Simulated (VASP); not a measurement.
# Sb2Te3O2 (P-4m2) in VASP: a series of runs

One crystal, Sb2Te3O2, is run at these levels: PBE; tasks: relaxation of cell and atoms.

Everything below comes from runs of VASP 6.6.1. Logs are shortened: lines on timing, memory, paths and dates and some standing lists are left out, and cuts for length are marked.

## 1. The structure

Symmetry: P-4m2, No. 115, tetragonal system. The conventional cell has a = 3.826 Å, b = 3.826 Å, c = 11.310 Å, α = 90.00°, β = 90.00°, γ = 90.00°. Sb (site symmetry 2mm) has 4 O at 2.29 Å as nearest neighbours. Te (site symmetry 2mm) is surrounded by 2 Te at 3.11 Å and 4 Sb at 3.34 Å. Te (site symmetry -4m2) is surrounded by 4 Te at 3.11 Å. O (site symmetry -4m2) is surrounded by 4 Sb at 2.29 Å. O (site symmetry -4m2) is surrounded by 4 Sb at 2.29 Å.

The cell was built by a generator and needn't be a form met in nature.

## 2. Relaxation of cell and atoms, PBE

INCAR reads:

```
ALGO     = Normal         # electronic algorithm
EDIFF    = 1E-6           # SCF threshold, eV
EDIFFG   = -0.01          # ionic threshold
ENCUT    = 520            # plane-wave cutoff, eV
GGA      = PE             # functional
IBRION   = 2              # ionic algorithm
ISIF     = 3              # what is computed and relaxed
ISMEAR   = 0              # smearing method
KPAR     = 4            
LASPH    = True           # aspherical terms in the spheres
LCHARG   = False          # write CHGCAR
LREAL    = False          # projectors in reciprocal space
LWAVE    = False          # write WAVECAR
NELM     = 120            # most SCF steps
NSW      = 90             # ionic steps
PREC     = Accurate       # precision mode
SIGMA    = 0.1            # smearing width, eV
```

KPOINTS reads:

```
k-points
0
Gamma
  8 8 4
```

POSCAR reads:

```
Sb2Te3O2
1.0
    3.8260000000      0.0000000000      0.0000000000
    0.0000000000      3.8260000000      0.0000000000
    0.0000000000      0.0000000000     11.3100000000
Sb Te O
2 3 2
Direct
    0.5000000000      0.0000000000      0.8892130900
    0.0000000000      0.5000000000      0.1107869100
    0.5000000000      0.0000000000      0.2832891200
    0.0000000000      0.0000000000      0.5000000000
    0.0000000000      0.5000000000      0.7167108800
    0.0000000000      0.0000000000      0.0000000000
    0.5000000000      0.5000000000      0.0000000000
```

Potentials or basis: VASP PAW PBE potentials, release 64 (Sb, Te, O).

The run is started by

```bash
$ cat potpaw_PBE.64/Sb/POTCAR potpaw_PBE.64/Te/POTCAR potpaw_PBE.64/O/POTCAR > POTCAR
$ mpirun -np 4 vasp_std > vasp.out
```

OUTCAR:

```text
EDIFF = 1E-6
   EDIFFG = -0.01
   ENCUT = 520
   GGA = PE
   IBRION = 2
   ISIF = 3
   ISMEAR = 0
   LASPH = True
   LREAL = False
   NELM = 120
   NSW = 90
   PREC = Accurate

 ion  position               nearest neighbor table
   1  0.500  0.000  0.889-   6 2.29   7 2.29   7 2.29   6 2.29   5 3.34   5 3.34   5 3.34   5 3.34
                             2 3.69   2 3.69   2 3.69   2 3.69
   2  0.000  0.500  0.111-   6 2.29   7 2.29   6 2.29   7 2.29   3 3.34   3 3.34   3 3.34   3 3.34
                             1 3.69   1 3.69   1 3.69   1 3.69
   3  0.500  0.000  0.283-   4 3.11   4 3.11   2 3.34   2 3.34   2 3.34   2 3.34
   4  0.000  0.000  0.500-   3 3.11   5 3.11   5 3.11   3 3.11
   5  0.000  0.500  0.717-   4 3.11   4 3.11   1 3.34   1 3.34   1 3.34   1 3.34
   6  0.000  0.000  0.000-   1 2.29   2 2.29   2 2.29   1 2.29
   7  0.500  0.500  0.000-   1 2.29   2 2.29   1 2.29   2 2.29

  LATTYP: Found a simple tetragonal cell.
 ALAT       =     3.8260000000
 C/A-ratio  =     2.9560899111

  Lattice vectors:

 A1 = (   3.8260000000,   0.0000000000,   0.0000000000)
 A2 = (   0.0000000000,   3.8260000000,   0.0000000000)
 A3 = (   0.0000000000,   0.0000000000,  11.3100000000)

Analysis of symmetry for initial positions (statically):
=====================================================================
 Subroutine PRICEL returns:
 Original cell was already a primitive cell.

 Routine SETGRP: Setting up the symmetry group for a
 simple tetragonal supercell.

 Subroutine GETGRP returns: Found  8 space group operations
 (whereof  8 operations were pure point group operations)
 out of a pool of 16 trial point group operations.

The static configuration has the point symmetry D_2d.

Analysis of symmetry for dynamics (positions and initial velocities):
=====================================================================
 Subroutine PRICEL returns:
 Original cell was already a primitive cell.

 Routine SETGRP: Setting up the symmetry group for a
 simple tetragonal supercell.

 Subroutine GETGRP returns: Found  8 space group operations
 (whereof  8 operations were pure point group operations)
 out of a pool of 16 trial point group operations.

The dynamic configuration has the point symmetry D_2d.

 Subroutine INISYM returns: Found  8 space group operations
 (whereof  8 operations are pure point group operations),
 and found     1 'primitive' translations

----------------------------------------------------------------------------------------

                                     Primitive cell

[... 112 lines left out ...]
   NUPDOWN=      -1.0000    fix difference up-down
   EMIN   =  10.00;   EMAX   =-10.00  energy-range for DOS
   EFERMI =   0.00;   METHOD = LEGACY
   ISMEAR =     0;   SIGMA  =   0.10  broadening in eV -4-tet -1-fermi 0-gaus
   EFERMI_NEDOS =   21; number of points for ismear=-14 and -15
   IALGO  =     38    algorithm
   IMIX   =      4    mixing-type and parameters
     AMIX     =   0.40;   BMIX     =  1.00
     AMIX_MAG =   1.60;   BMIX_MAG =  1.00
  volume/ion in A,a.u.               =      23.65       159.61
  Fermi-wavevector in a.u.,A,eV,Ry     =   1.019633  1.926827 14.145323  1.039652
  Thomas-Fermi vector in A             =   2.153158
   LORBIT       =      0    0 simple, 1 ext, 2 COOP (PROOUT), +10 PAW based schemes
   GGA     = PE    functional components
   LHFCALC =     F    Hartree Fock is set to
   AEXX    =    0.0000 exact exchange contribution
   IVDW    =     0    specifies the selected vdW correction
   LEPSILON=     F    determine dielectric tensor
   LRPA    =     F    only Hartree local field effects (RPA)
 conjugate gradient relaxation of ions
 non-spin polarized calculation
 Gauss-broadening in eV      SIGMA  =   0.10
  energy-cutoff  :      520.00
  volume of cell :      165.56
 maximum number of plane-waves:      4484
   NGX = 15   NGY = 15   NGZ = 43

--------------------------------------- Ionic step        1  -------------------------------------------

 number of electron      39.9999985 magnetization

 Free energy of the ion-electron system (eV)
  ---------------------------------------------------
  ext. energy  EPLUGINS =         0.00000000
  ---------------------------------------------------
  free energy    TOTEN  =       -30.56518595 eV

  energy without entropy =      -30.54730838  energy(sigma->0) =      -30.55624717

------------------------ aborting loop because EDIFF is reached ----------------------------------------

  FORCE on cell =-STRESS in cart. coord.  units (eV):
  Direction    XX          YY          ZZ          XY          YZ          ZX
  --------------------------------------------------------------------------------------
  -------------------------------------------------------------------------------------
  Total       -0.3079231     -0.3079231      0.4574769      0.0000000      0.0000000      0.0000000
  in kB       -2.9798909     -2.9798909      4.4271808      0.0000000      0.0000000      0.0000000
  external PRESSURE =      -0.5108670 kB  Pullay stress =       0.0000000 kB
[... 151 lines left out ...]
--------------------------------------- Ionic step        5  -------------------------------------------

 number of electron      39.9999985 magnetization

 Free energy of the ion-electron system (eV)
  ---------------------------------------------------
  ext. energy  EPLUGINS =         0.00000000
  ---------------------------------------------------
  free energy    TOTEN  =       -30.56900176 eV

  energy without entropy =      -30.55312437  energy(sigma->0) =      -30.56106307

 E-fermi :   6.8456     XC(G=0):  -9.7652

 val. band max:        6.8333702767   @ k =   0.5000   0.5000   0.0000
 cond. band min:       6.8475169049   @ k =   0.2500   0.1250   0.0000
 fundamental gap:      0.0141466282
 Fermi energy:         6.8456490093

 k-point     1 :       0.0000    0.0000    0.0000
  band No.  band energies     occupation
      1     -13.6956      2.00000
      2     -11.4982      2.00000
      3      -5.8818      2.00000
      4      -5.4361      2.00000
      5      -3.6795      2.00000
      6      -2.8782      2.00000
[... 637 lines left out ...]
     23       9.1472      0.00000
     24       9.3279      0.00000

 [... further k-points ...]

------------------------ aborting loop because EDIFF is reached ----------------------------------------

  FORCE on cell =-STRESS in cart. coord.  units (eV):
  Direction    XX          YY          ZZ          XY          YZ          ZX
  --------------------------------------------------------------------------------------
  -------------------------------------------------------------------------------------
  Total        0.0081512      0.0081512     -0.0218080      0.0000000      0.0000000      0.0000000
  in kB        0.0789658      0.0789658     -0.2112676      0.0000000      0.0000000      0.0000000
  external PRESSURE =      -0.0177787 kB  Pullay stress =       0.0000000 kB
[... 22 lines left out ...]
  FREE ENERGIE OF THE ION-ELECTRON SYSTEM (eV)
  ---------------------------------------------------
  free  energy   TOTEN  =       -30.5690017632 eV

  energy  without entropy=      -30.5531243698  energy(sigma->0) =      -30.56106307

 reached required accuracy - stopping structural energy minimisation
```

CONTCAR:

```text
Sb2Te3O2
   1.00000000000000
     3.8103073798089695    0.0000000000000000    0.0000000000000000
     0.0000000000000000    3.8103073798089695    0.0000000000000000
     0.0000000000000000    0.0000000000000000   11.3913298995099179
  Sb              Te              O
     2     3     2
Direct
     0.5000000000000000    0.0000000000000000    0.8896405178353511
     0.0000000000000000    0.5000000000000000    0.1103594821646488
     0.5000000000000000    0.0000000000000000    0.2825783279825411
     0.0000000000000000    0.0000000000000000    0.5000000000000000
     1.0000000000000000    0.5000000000000000    0.7174216720174590
     0.0000000000000000    0.0000000000000000    0.0000000000000000
     0.5000000000000000    0.5000000000000000    0.0000000000000000

  0.00000000E+00  0.00000000E+00  0.00000000E+00
  0.00000000E+00  0.00000000E+00  0.00000000E+00
  0.00000000E+00  0.00000000E+00  0.00000000E+00
  0.00000000E+00  0.00000000E+00  0.00000000E+00
  0.00000000E+00  0.00000000E+00  0.00000000E+00
  0.00000000E+00  0.00000000E+00  0.00000000E+00
  0.00000000E+00  0.00000000E+00  0.00000000E+00
```

Wall time 3.1 min (4 MPI ranks of Intel Xeon Platinum 8259CL at 2.50GHz (Skylake/Cascade Lake), shared host); peak memory 0.37 GiB.

What came out:

| Property | Result |
| --- | --- |
| Free energy | -30.5690 eV |
| Relaxed volume | 23.63 Å³/atom |
| Relaxed cell | a = 3.810 Å, b = 3.810 Å, c = 11.391 Å, α = 90.00°, β = 90.00°, γ = 90.00° |
| Space group after relaxing (to 0.05 Å) | P-4m2 (No. 115) |
| Energy gained by relaxing | 0.5 meV/atom |
| Ionic steps | 5 |
| Pressure after relaxing | 0.0 GPa |
| Largest force after relaxing | 0.009 eV/Å |
| Band gap on the k mesh | none (metal or under the smearing width) |

Forces on the atoms (eV/Å):
```
Sb   0.000  0.000  0.009
Sb   0.000  0.000 -0.009
Te   0.000  0.000 -0.007
Te   0.000  0.000  0.000
Te   0.000  0.000  0.007
O    0.000  0.000  0.000
O    0.000  0.000  0.000
```

Step by step:
| step | energy change (eV) | largest force (eV/Å) | pressure (GPa) | volume (Å³) |
| --- | --- | --- | --- | --- |
| 1 | 0.0000 | 0.0751 | -0.05 | 165.56 |
| 2 | -0.0027 | 0.0441 | 0.01 | 165.38 |
| 3 | -0.0037 | 0.0117 | 0.10 | 165.18 |
| 4 | -0.0038 | 0.0254 | -0.07 | 165.58 |
| 5 | -0.0038 | 0.0089 | 0.00 | 165.38 |

Final structure:
```yaml
crystal:
  lattice:
    - [3.81031, 0.00000, 0.00000]
    - [0.00000, 3.81031, 0.00000]
    - [0.00000, 0.00000, 11.39133]
  atoms:
    - { symbol: Sb, position: [0.50000, 0.00000, 0.88964] }
    - { symbol: Sb, position: [0.00000, 0.50000, 0.11036] }
    - { symbol: Te, position: [0.50000, 0.00000, 0.28258] }
    - { symbol: Te, position: [0.00000, 0.00000, 0.50000] }
    - { symbol: Te, position: [0.00000, 0.50000, 0.71742] }
    - { symbol: O, position: [0.00000, 0.00000, 0.00000] }
    - { symbol: O, position: [0.50000, 0.50000, 0.00000] }
```

Levels at points of the mesh, in eV from the Fermi level:
```tsv
k point	band 16	band 17	band 18	band 19	band 20	band 21	band 22	band 23	band 24
(0.00, 0.00, 0.00)	-1.41	-0.81	-0.81	-0.74	0.45	0.83	0.83	0.99	2.66
(0.50, 0.00, 0.00)	-1.55	-1.41	-0.70	-0.45	0.43	0.92	1.30	2.87	2.89
(0.50, 0.50, 0.00)	-3.46	-2.77	-2.77	-2.74	-0.25	-0.25	-0.01	0.85	1.32
(0.00, 0.00, 0.50)	-1.51	-1.15	-0.51	-0.51	0.44	0.44	0.59	1.83	1.97
(0.50, 0.00, 0.50)	-1.83	-1.13	-0.71	-0.33	0.43	0.85	1.32	2.86	2.88
(0.50, 0.50, 0.50)	-2.82	-2.77	-2.77	-2.60	-1.17	-0.08	-0.08	1.14	2.51
```

The run has no spin-orbit coupling, so splittings on Sb, Te are missing.

## 3. Relaxation of cell and atoms, PBE

Changes to INCAR since step 2:

```diff
@@ -1,4 +1,4 @@
 ALGO     = Normal         # electronic algorithm
-EDIFF    = 1E-6           # SCF threshold, eV
-EDIFFG   = -0.01          # ionic threshold
+EDIFF    = 1E-7           # SCF threshold, eV
+EDIFFG   = -0.005         # ionic threshold
 ENCUT    = 520            # plane-wave cutoff, eV
@@ -14,3 +14,4 @@
 NELM     = 120            # most SCF steps
-NSW      = 90             # ionic steps
+NSW      = 60             # ionic steps
+POTIM    = 0.3            # step
 PREC     = Accurate       # precision mode
```

KPOINTS is that of step 2.

POSCAR reads:

```
Sb2Te3O2                                
1.0
    3.8103073798      0.0000000000      0.0000000000
    0.0000000000      3.8103073798      0.0000000000
    0.0000000000      0.0000000000     11.3913298995
  Sb              Te              O             
     2     3     2
Direct
     0.5000000000000000    0.0000000000000000    0.8896405178353511
     0.0000000000000000    0.5000000000000000    0.1103594821646488
     0.5000000000000000    0.0000000000000000    0.2825783279825411
     0.0000000000000000    0.0000000000000000    0.5000000000000000
     1.0000000000000000    0.5000000000000000    0.7174216720174590
     0.0000000000000000    0.0000000000000000    0.0000000000000000
     0.5000000000000000    0.5000000000000000    0.0000000000000000
```

Potentials or basis: VASP PAW PBE potentials, release 64 (Sb, Te, O).

The run is started by

```bash
$ cat potpaw_PBE.64/Sb/POTCAR potpaw_PBE.64/Te/POTCAR potpaw_PBE.64/O/POTCAR > POTCAR
$ mpirun -np 4 vasp_std > vasp.out
```

Wall time 2.1 min (4 MPI ranks of Intel Xeon Platinum 8259CL at 2.50GHz (Skylake/Cascade Lake), shared host); peak memory 0.38 GiB.

The run converged. Its results:

```yaml
Free_energy: -30.5690 eV
Relaxed_volume: 23.64 Å³/atom
Relaxed_cell: a = 3.811 Å, b = 3.811 Å, c = 11.390 Å, α = 90.00°, β = 90.00°, γ = 90.00°
Space_group_after_relaxing_to_0.05_Å: P-4m2 (No. 115)
Energy_gained_by_relaxing: 0.0 meV/atom
Ionic_steps: 3
Pressure_after_relaxing: 0.0 GPa
Largest_force_after_relaxing: 0.004 eV/Å
Band_gap_on_the_k_mesh: none (metal or under the smearing width)
```

Forces in eV/Å, atoms in the order of the input:
```
Sb   0.000  0.000 -0.003
Sb   0.000  0.000  0.003
Te   0.000  0.000 -0.004
Te   0.000  0.000  0.000
Te   0.000  0.000  0.004
O    0.000  0.000  0.000
O    0.000  0.000  0.000
```

Final structure:
```cif
data_structure
_symmetry_space_group_name_H-M 'P 1'
_symmetry_Int_Tables_number 1
_cell_length_a 3.8114
_cell_length_b 3.8114
_cell_length_c 11.3900
_cell_angle_alpha 90.000
_cell_angle_beta 90.000
_cell_angle_gamma 90.000
_cell_volume 165.46
loop_
_atom_site_label
_atom_site_type_symbol
_atom_site_fract_x
_atom_site_fract_y
_atom_site_fract_z
_atom_site_occupancy
Sb1 Sb 0.50000 0.00000 0.88973 1
Sb2 Sb 0.00000 0.50000 0.11027 1
Te1 Te 0.50000 0.00000 0.28251 1
Te2 Te 0.00000 0.00000 0.50000 1
Te3 Te 0.00000 0.50000 0.71749 1
O1 O 0.00000 0.00000 0.00000 1
O2 O 0.50000 0.50000 0.00000 1
```

Levels at points of the mesh, in eV from the Fermi level:
| k point | band 18 | band 19 | band 20 | band 21 | band 22 | band 23 |
| --- | --- | --- | --- | --- | --- | --- |
| (0.00, 0.00, 0.00) | -0.81 | -0.74 | 0.44 | 0.83 | 0.83 | 0.99 |
| (0.50, 0.00, 0.00) | -0.70 | -0.45 | 0.43 | 0.92 | 1.29 | 2.87 |
| (0.50, 0.50, 0.00) | -2.78 | -2.73 | -0.25 | -0.25 | -0.01 | 0.86 |
| (0.00, 0.00, 0.50) | -0.51 | -0.51 | 0.44 | 0.44 | 0.59 | 1.82 |
| (0.50, 0.00, 0.50) | -0.71 | -0.33 | 0.43 | 0.85 | 1.32 | 2.86 |
| (0.50, 0.50, 0.50) | -2.78 | -2.60 | -1.16 | -0.08 | -0.08 | 1.14 |

Spin-orbit coupling is left out, which matters for the levels of Sb, Te.
